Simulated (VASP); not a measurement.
Consider the following.

```xyz
6
Lattice="1.6413 -2.8428 0.0000 1.6413 2.8428 0.0000 0.0000 0.0000 12.9228" Properties=species:S:1:pos:R:3 pbc="T T T"
W      1.6413     0.9476     3.2307
W      1.6413    -0.9476     9.6921
S      1.6413     0.9476    11.2817
S      1.6413    -0.9476     4.8203
S      1.6413    -0.9476     1.6411
S      1.6413     0.9476     8.1025
```

Computed with vdW-DF2, VASP's PBE PAW potentials (set 64) (plane waves; VASP 6.6.1). Settings: 520 eV cut-off, 7×7×2 Γ-centred mesh, Gaussian smearing of 0.050 eV, potentials W_sv S.

**Question.** Estimate the energy per atom (σ→0).

**Answer.** 
```yaml
energy per atom (σ→0): -5.153 eV/atom
```

Total energies compare only between runs with the same potentials, cut-off and functional.

The compound is WS2 in the 2H layered structure. It was relaxed first, which changed the volume by +14 %. The start is the result of an earlier pass.
